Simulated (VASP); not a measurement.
VASP ran on this input.

**POSCAR**
```
NaCl
1.0
  0.0000000000   2.8200000000   2.8200000000
  2.8200000000   0.0000000000   2.8200000000
  2.8200000000   2.8200000000   0.0000000000
Na Cl
1 1
Cartesian
  0.0000000000   0.0000000000   0.0000000000
  2.8200000000   2.8200000000   2.8200000000
```

### INCAR
```
# general
SYSTEM=NaCl
PREC  =Accurate
ENCUT =400
LREAL =.False.
LASPH =.True.

# electronic loop
EDIFF =1E-6
NELM  =100
ALGO  =Normal
IMIX  =1
AMIX  =0.1
BMIX  =3.0

# smearing
ISMEAR=0
SIGMA =0.05

# functional
GGA   =PE

# ions
ISIF  =2

# output
LWAVE =.False.
LCHARG=.False.
```

### KPOINTS
```
K-points
0
G
  7 7 7
0 0 0
```

POTCAR, in this order: Na_pv Cl (PBE.64 set). Program: vasp_std.

### Question
Write an equivalent input for Quantum ESPRESSO's pw.x.

### Answer
One equivalent input (not run):
```
&CONTROL
  calculation = 'scf'
  pseudo_dir = './pseudo'
  outdir = './out'
  tprnfor = .true.
  tstress = .true.
/
&SYSTEM
  ibrav = 0
  nat = 2
  ntyp = 2
  ecutwfc = 88
  occupations = 'smearing'
  smearing = 'gaussian'
  degauss = 0.003675
  input_dft = 'pbe'
/
&ELECTRONS
  conv_thr = 7.3e-08
  electron_maxstep = 100
/
ATOMIC_SPECIES
  Na 22.990 Na.upf
  Cl 35.450 Cl.upf
CELL_PARAMETERS angstrom
     0.0000000    2.8200000    2.8200000
     2.8200000    0.0000000    2.8200000
     2.8200000    2.8200000    0.0000000
ATOMIC_POSITIONS crystal
  Na   0.0000000  0.0000000  0.0000000
  Cl   0.5000000  0.5000000  0.5000000
K_POINTS automatic
  7 7 7 0 0 0
```
Limits of the translation: the potentials are each code's own (VASP's PAW set, PseudoDojo norm-conserving files in pw.x), so ENCUT and ecutwfc are chosen apart and not converted; conv_thr bounds pw.x's estimated SCF error, while EDIFF bounds the energy change between steps.

The compound is NaCl in the rock salt structure. The cell was not relaxed at this level. The run is one of a series of settings (AMIX = 0.1, BMIX = 3.0, IMIX = 1 against the base run), some of them coarse on purpose.
